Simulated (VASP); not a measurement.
Crystal: Sc3Te.

```
Sc Te
1.0
     0.00000    3.56950    3.56950
     3.56950    0.00000    3.56950
     3.56950    3.56950    0.00000
Sc Te
3 1
Direct
  0.25000 0.25000 0.25000
  0.75000 0.75000 0.75000
  0.50000 0.50000 0.50000
  0.00000 0.00000 0.00000
```

The cell was built by a generator and needn't be a form met in nature.

```yaml
Program: VASP 6.6.1
Task: relaxation of cell and atoms
Functional: PBE
Dispersion: D3(BJ)
Potentials_or_basis: VASP PAW PBE potentials, release 64 (Sc_sv, Te)
Cutoff: 600 eV
k_mesh: 5 × 5 × 5
Occupations: fermi-dirac, width 0.05 eV
Spin: no spin polarisation
```

At the start: pressure -3.4 GPa; volume 22.74 Å³/atom.

Task: Where does the relaxation end?

Result: Over 3 steps the energy falls by 14.9 meV/atom and the volume is 21.41 Å³/atom (-5.9 %); space group Fm-3m (No. 225, to 0.05 Å).

The path:
```tsv
step	energy change (eV)	largest force (eV/Å)	pressure (GPa)	volume (Å³)
1	0.0000	0.0000	-3.42	90.96
2	-0.0576	0.0000	0.70	84.73
3	-0.0597	0.0000	0.03	85.63
```

Final structure:
```
Sc Te
1.0
     0.00000    3.49839    3.49839
     3.49839    0.00000    3.49839
     3.49839    3.49839    0.00000
Sc Te
3 1
Direct
  0.25000 0.25000 0.25000
  0.75000 0.75000 0.75000
  0.50000 0.50000 0.50000
  0.00000 0.00000 0.00000
```

Caveat: pairwise dispersion overbinds metals, which lowers pressure and volume.
